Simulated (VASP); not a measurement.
# KPt2S2 (Fmmm) in VASP: notebook

The runs below take KPt2S2 through single point, with r2SCAN, r2SCAN+D3(BJ).

All numbers are computed with VASP 6.6.1; they aren't measurements. Logs are shortened: lines on timing, memory, paths and dates and some standing lists are left out, and cuts for length are marked.

### 1 Starting point

The structure is orthorhombic, space group Fmmm (No. 69). Conventional cell: a = 5.532 Å, b = 5.560 Å, c = 13.350 Å, α = 90.00°, β = 90.00°, γ = 90.00°. K (site symmetry mmm) is surrounded by 8 S at 3.36 to 3.37 Å. Pt (site symmetry 222) is surrounded by 4 S at 2.43 Å and 4 Pt at 2.77 to 2.78 Å. S (site symmetry mm2) has 4 Pt at 2.43 Å as nearest neighbours.

The cell was built by a generator and needn't be a form met in nature.

### 2 Single point, r2SCAN

File INCAR:

```
SYSTEM = KPt2S2
ALGO = Normal
EDIFF = 1E-7
ENCUT = 520
ISIF = 2
ISMEAR = -1
LASPH = .TRUE.
LCHARG = .FALSE.
LMIXTAU = .TRUE.
LREAL = .FALSE.
LWAVE = .FALSE.
METAGGA = R2SCAN
NBANDS = 28
NELM = 60
PREC = Accurate
SIGMA = 0.1
```

File KPOINTS:

```
k-points
0
G
  5 5 5
  0 0 0
```

File POSCAR:

```
KPt2S2
1.0
   -2.7662010000      2.7799000000      0.0000000000
    2.7662010000      0.0000000000      6.6747930000
    2.7662010000      2.7799000000      0.0000000000
K Pt S
1 2 2
Direct
    0.5000000000      0.0000000000      0.5000000000
    0.2500000000      0.5000000000      0.2500000000
    0.7500000000      0.5000000000      0.7500000000
    0.1428000000      0.2856000000      0.8572000000
    0.8572000000      0.7144000000      0.1428000000
```

Potentials or basis: VASP PAW PBE potentials, release 64 (K_sv, Pt, S).

Run with:

```
$ cat potpaw_PBE.64/K_sv/POTCAR potpaw_PBE.64/Pt/POTCAR potpaw_PBE.64/S/POTCAR > POTCAR
$ mpirun -np 1 vasp_std > vasp.out
```

OUTCAR:

```text
SYSTEM = KPt2S2
   EDIFF = 1E-7
   ENCUT = 520
   ISIF = 2
   ISMEAR = -1
   LASPH = .TRUE.
   LREAL = .FALSE.
   METAGGA = R2SCAN
   NELM = 60
   PREC = Accurate

 ion  position               nearest neighbor table
   1  0.500  0.000  0.500-
   2  0.250  0.500  0.250-   5 2.43   4 2.43   4 2.43   5 2.43   3 2.77   3 2.77   3 2.78   3 2.78

   3  0.750  0.500  0.750-   4 2.43   5 2.43   5 2.43   4 2.43   2 2.77   2 2.77   2 2.78   2 2.78

   4  0.143  0.286  0.857-   3 2.43   2 2.43   3 2.43   2 2.43
   5  0.857  0.714  0.143-   3 2.43   2 2.43   3 2.43   2 2.43

  LATTYP: Found a face centered orthorhombic cell.
 ALAT       =     5.5324020000
 B/A-ratio  =     1.0049522793
 C/A-ratio  =     2.4129819200

  Lattice vectors:

 A1 = (   0.0000000000,   2.7799000000,   6.6747930000)
 A2 = (   2.7662010000,   0.0000000000,   6.6747930000)
 A3 = (   2.7662010000,   2.7799000000,   0.0000000000)

Analysis of symmetry for initial positions (statically):
=====================================================================
 Subroutine PRICEL returns:
 Original cell was already a primitive cell.

 Routine SETGRP: Setting up the symmetry group for a
 face centered orthorhombic supercell.

 Subroutine GETGRP returns: Found  8 space group operations
 (whereof  8 operations were pure point group operations)
 out of a pool of  8 trial point group operations.

The static configuration has the point symmetry D_2h.

Analysis of symmetry for dynamics (positions and initial velocities):
=====================================================================
 Subroutine PRICEL returns:
 Original cell was already a primitive cell.

 Routine SETGRP: Setting up the symmetry group for a
 face centered orthorhombic supercell.

 Subroutine GETGRP returns: Found  8 space group operations
 (whereof  8 operations were pure point group operations)
 out of a pool of  8 trial point group operations.

The dynamic configuration has the point symmetry D_2h.

 Subroutine INISYM returns: Found  8 space group operations
 (whereof  8 operations are pure point group operations),
 and found     1 'primitive' translations

----------------------------------------------------------------------------------------

                                     Primitive cell

  volume of cell :     102.6551

  direct lattice vectors                    reciprocal lattice vectors
    -2.766201000  2.779900000  0.000000000    -0.180753315  0.179862585  0.074908690
     2.766201000  0.000000000  6.674793000     0.000000000  0.000000000  0.149817380
[... 90 lines left out ...]
   NELM   =     60;   NELMIN=  2; NELMDL= -5     # of ELM steps
   EDIFF  = 0.1E-06   stopping-criterion for ELM
   LREAL  =      F    real-space projection
   EDIFFG = 0.1E-05   stopping-criterion for IOM
   NSW    =      0    number of steps for IOM
   IBRION =     -1    ionic relax: 0-MD 1-quasi-New 2-CG
   NFREE  =      0    steps in history (QN), initial steepest desc. (CG)
   ISIF   =      2    stress and relaxation
   ISYM   =      2    0-nonsym 1-usesym 2-fastsym
   POTIM  = 0.5000    time-step for ionic-motion
   TEBEG  =    0.0;   TEEND  =   0.0 temperature during run
   PSTRESS=    0.0 pullay stress
   NELECT =      41.0000    total number of electrons
   NUPDOWN=      -1.0000    fix difference up-down
   EMIN   =  10.00;   EMAX   =-10.00  energy-range for DOS
   EFERMI =   0.00;   METHOD = LEGACY
   ISMEAR =    -1;   SIGMA  =   0.10  broadening in eV -4-tet -1-fermi 0-gaus
   EFERMI_NEDOS =   21; number of points for ismear=-14 and -15
   IALGO  =     38    algorithm
   IMIX   =      4    mixing-type and parameters
     AMIX     =   0.40;   BMIX     =  1.00
     AMIX_MAG =   1.60;   BMIX_MAG =  1.00
  volume/ion in A,a.u.               =      20.53       138.55
  Fermi-wavevector in a.u.,A,eV,Ry     =   1.205617  2.278285 19.776223  1.453511
  Thomas-Fermi vector in A             =   2.341308
   LORBIT       =      0    0 simple, 1 ext, 2 COOP (PROOUT), +10 PAW based schemes
   METAGGA = R2SCAN    functional components
   LHFCALC =     F    Hartree Fock is set to
   AEXX    =    0.0000 exact exchange contribution
   IVDW    =     0    specifies the selected vdW correction
   LEPSILON=     F    determine dielectric tensor
   LRPA    =     F    only Hartree local field effects (RPA)
 non-spin polarized calculation
  energy-cutoff  :      520.00
  volume of cell :      102.66
 maximum number of plane-waves:      2781
 NGX is ok and might be reduce to    30
   NGX = 15   NGY = 27   NGZ = 15

 number of electron      41.0000007 magnetization

 Free energy of the ion-electron system (eV)
  ---------------------------------------------------
  ext. energy  EPLUGINS =         0.00000000
  ---------------------------------------------------
  free energy    TOTEN  =      -126.11238953 eV

  energy without entropy =     -125.87051356  energy(sigma->0) =     -125.99145155

 E-fermi :   6.0369     XC(G=0): -10.8086

 val. band max:        6.0338994854   @ k =   0.0000   0.2000   0.0000
 cond. band min:       6.0380290080   @ k =  -0.2000   0.2000   0.2000
 fundamental gap:      0.0041295226
 Fermi energy:         6.0368820934

 k-point     1 :       0.0000    0.0000    0.0000
  band No.  band energies     occupation
      1     -26.2831      2.00000
      2      -9.8746      2.00000
      3      -9.4085      2.00000
      4      -8.9497      2.00000
      5      -8.9488      2.00000
      6      -8.5641      2.00000
[... 733 lines left out ...]
     27      12.5575      0.00000
     28      12.7969      0.00000

 [... further k-points ...]
[... 5 lines left out ...]
  --------------------------------------------------------------------------------------
  -------------------------------------------------------------------------------------
  Total        4.0050982      4.3524425      1.7629619      0.0000000      0.0000000      0.0000000
  in kB       62.5090720     67.9302034     27.5152075      0.0000000      0.0000000      0.0000000
  external PRESSURE =      52.6514943 kB  Pullay stress =       0.0000000 kB

 VOLUME and BASIS-vectors are now :
 -----------------------------------------------------------------------------
  energy-cutoff  :      520.00
  volume of cell :      102.66
      direct lattice vectors                 reciprocal lattice vectors
    -2.766201000  2.779900000  0.000000000    -0.180753315  0.179862585  0.074908690
     2.766201000  0.000000000  6.674793000     0.000000000  0.000000000  0.149817380
     2.766201000  2.779900000  0.000000000     0.180753315  0.179862585 -0.074908690

 POSITION                                       TOTAL-FORCE (eV/Angst)
 -----------------------------------------------------------------------------------
      0.00000      2.77990      0.00000         0.000000     -0.000000      0.000000
      1.38310      1.38995      3.33740        -0.000000     -0.000000      0.000000
      1.38310      4.16985      3.33740        -0.000000      0.000000      0.000000
      2.76620      2.77990      1.90632        -0.000000     -0.000000     -0.999554
     -0.00000      2.77990      4.76847        -0.000000     -0.000000      0.999554
 -----------------------------------------------------------------------------------
    total drift:                               -0.000000     -0.000000     -0.000000

  FREE ENERGIE OF THE ION-ELECTRON SYSTEM (eV)
  ---------------------------------------------------
  free  energy   TOTEN  =      -126.1123895286 eV

  energy  without entropy=     -125.8705135642  energy(sigma->0) =     -125.99145155
```

OSZICAR:

```text
N       E                     dE             d eps       ncg     rms          rms(c)
DAV:   1     0.155046978745E+03    0.15505E+03   -0.20020E+04  1512   0.137E+03
DAV:   2    -0.120613517223E+03   -0.27566E+03   -0.26747E+03  1732   0.323E+02
DAV:   3    -0.138083007185E+03   -0.17469E+02   -0.17148E+02  2432   0.718E+01
[... 13 lines left out ...]
DAV:  17    -0.126112389974E+03   -0.57391E-04   -0.57463E-05  1720   0.560E-02    0.338E-02
DAV:  18    -0.126112390114E+03   -0.13983E-06   -0.14236E-06  2076   0.800E-03    0.285E-02
DAV:  19    -0.126112390258E+03   -0.14353E-06   -0.35979E-07  1784   0.410E-03    0.223E-02
DAV:  20    -0.126112389608E+03    0.64961E-06   -0.20739E-06  1836   0.118E-02    0.254E-03
DAV:  21    -0.126112389529E+03    0.79279E-07   -0.57554E-07  1704   0.534E-03
   1 F= -.12611239E+03 E0= -.12599145E+03  d E =-.241876E+00
```

stdout:

```text
POSCAR found type information on POSCAR K PtS
 POSCAR found :  3 types and       5 ions
 scaLAPACK will be used
 -----------------------------------------------------------------------------
|                                                                             |
|                                                                             |
|     You enforced a specific xc type in the INCAR file but a different       |
|     I HOPE YOU KNOW WHAT YOU ARE DOING!                                     |
|                                                                             |
 -----------------------------------------------------------------------------

 LDA part: xc-table for (None), standard interpolation
 POSCAR, INCAR and KPOINTS ok, starting setup
 FFT: planning ... GRIDC
 FFT: planning ... GRID_SOFT
 FFT: planning ... GRID
 WAVECAR not read
 entering main loop
```

It took 3.2 min on 1 thread of Intel Xeon 6975P-C (Granite Rapids), shared host; peak memory 0.26 GiB.

What came out:

```yaml
Free_energy: -126.1124 eV
Pressure: 5.3 GPa
Largest_force: 1.000 eV/Å
Band_gap_on_the_k_mesh: none (metal or under the smearing width)
```

Forces on the atoms (eV/Å):
```
K    0.000  0.000  0.000
Pt   0.000  0.000  0.000
Pt   0.000  0.000  0.000
S    0.000  0.000 -1.000
S    0.000  0.000  1.000
```

Levels at points of the mesh, in eV from the Fermi level:
```csv
k point,band 18,band 19,band 20,band 21,band 22,band 23,band 24,band 25
"(0.00, 0.00, 0.00)",-1.40,-0.43,0.00,0.23,0.63,0.67,3.45,4.67
```

Caveat: the PAW data sets were made with another functional, which shifts forces and pressure a little.

### 3 Single point, r2SCAN+D3(BJ)

File INCAR:

```
PREC = Accurate
ENCUT = 520
EDIFF = 1E-6
ISMEAR = -1
SIGMA = 0.001
LREAL = False
LASPH = True
NELM = 80
ALGO = Normal
ISIF = 2
LWAVE = False
LCHARG = False
METAGGA = R2SCAN
LMIXTAU = True
IVDW = 12
VDW_S6 = 1.0
VDW_S8 = 0.78981345
VDW_A1 = 0.49484001
VDW_A2 = 5.73083694
NBANDS = 28
```

File KPOINTS:

```
regular mesh
0
Gamma
  5 5 5
```

POSCAR is that of step 2.

Potentials or basis: VASP PAW PBE potentials, release 64 (K_sv, Pt, S).

Run with:

```
$ cat potpaw_PBE.64/K_sv/POTCAR potpaw_PBE.64/Pt/POTCAR potpaw_PBE.64/S/POTCAR > POTCAR
$ mpirun -np 1 vasp_std > vasp.out
```

Run time: 3 min. Hardware: 1 thread of Intel Xeon 6975P-C (Granite Rapids), shared host; peak memory 0.27 GiB.

It converged, with:

```
Free energy                : -126.9350 eV
Pressure                   : 3.5 GPa
Largest force              : 0.813 eV/Å
Band gap on the k mesh     : none (metal or under the smearing width)
Dispersion energy per atom : -0.194 eV
```

Forces in eV/Å, atoms in the order of the input:
```
K    0.000  0.000  0.000
Pt   0.000  0.000  0.000
Pt   0.000  0.000  0.000
S    0.000  0.000 -0.813
S    0.000  0.000  0.813
```

Stress tensor (GPa, compression positive):
```
5.21 0.00 0.00
0.00 5.20 0.00
0.00 0.00 0.06
```

Levels at points of the mesh, in eV from the Fermi level:
| k point | band 16 | band 17 | band 18 | band 19 | band 20 | band 21 | band 22 | band 23 | band 24 | band 25 |
| --- | --- | --- | --- | --- | --- | --- | --- | --- | --- | --- |
| (0.00, 0.00, 0.00) | -1.62 | -1.38 | -1.38 | -0.44 | 0.04 | 0.22 | 0.64 | 0.67 | 3.44 | 4.66 |

Caveat: the PAW data sets were made with another functional, which shifts forces and pressure a little; pairwise dispersion overbinds metals, which lowers pressure and volume.

### 4 Single point, r2SCAN

File INCAR:

```
SYSTEM = KPt2S2
PREC = Accurate
ENCUT = 520
EDIFF = 1E-6
ISMEAR = -5
SIGMA = 0.1
LREAL = .False.
LASPH = .True.
NELM = 60
ALGO = Normal
ISIF = 2
LWAVE = .False.
LCHARG = .True.
METAGGA = R2SCAN
LMIXTAU = .True.
LELF = .True.
LVHAR = .True.
ISYM = 0
NBANDS = 28
```

File KPOINTS:

```
Automatic mesh
0
Gamma
  5 5 5
  0 0 0
```

POSCAR is that of step 3.

Run with:

```
$ cat potpaw_PBE.64/K_sv/POTCAR potpaw_PBE.64/Pt/POTCAR potpaw_PBE.64/S/POTCAR > POTCAR
$ mpirun -np 1 vasp_std > vasp.out
```

Run time: 6.9 min. Hardware: 1 thread of Intel Xeon 6975P-C (Granite Rapids), shared host; peak memory 0.33 GiB.

It converged, with:

```yaml
Free_energy: -125.9702 eV
Pressure: 5.0 GPa
Largest_force: 0.870 eV/Å
Band_gap_on_the_k_mesh: none (metal or under the smearing width)
```

Forces in eV/Å, atoms in the order of the input:
```
K    0.000  0.000  0.000
Pt   0.001  0.005  0.005
Pt  -0.001 -0.005 -0.005
S   -0.004 -0.001 -0.870
S    0.004  0.001  0.870
```

Stress tensor (GPa, compression positive):
```
5.83 0.00 0.01
0.00 7.45 0.01
0.01 0.01 1.73
```

Levels at points of the mesh, in eV from the Fermi level:
```tsv
k point	band 18	band 19	band 20	band 21	band 22	band 23
(0.00, 0.00, 0.00)	-1.39	-0.45	0.03	0.21	0.62	0.66
```

Caveat: the PAW data sets were made with another functional, which shifts forces and pressure a little; tetrahedron occupations give inexact forces and stress in metals.

### 5 Summary

```tsv
level	smearing	gap on the mesh (eV)	pressure (GPa)	largest force (eV/Å)
r2SCAN	fermi-dirac 0.1 eV	none	5.3	1.00
r2SCAN+D3(BJ)	fermi-dirac 0.001 eV	none	3.5	0.81
r2SCAN	tetrahedron	none	5.0	0.87
```

Alike in all rows: task single point; potentials or basis VASP PAW PBE potentials, release 64 (K_sv, Pt, S); no spin polarisation; cell as given; k mesh 5 × 5 × 5; cutoff (eV) 520.

Every run on the cell as given and a fine mesh finds a metal. The pressure there spans 3.5 GPa (r2SCAN+D3(BJ)) to 5.3 GPa (r2SCAN); a positive pressure means that this level wants a larger cell, a negative one a smaller.

Caveats: the PAW data sets were made with another functional, which shifts forces and pressure a little; pairwise dispersion overbinds metals, which lowers pressure and volume (some runs); tetrahedron occupations give inexact forces and stress in metals (some runs).

Absolute energies hang on the potentials; compare differences alone.
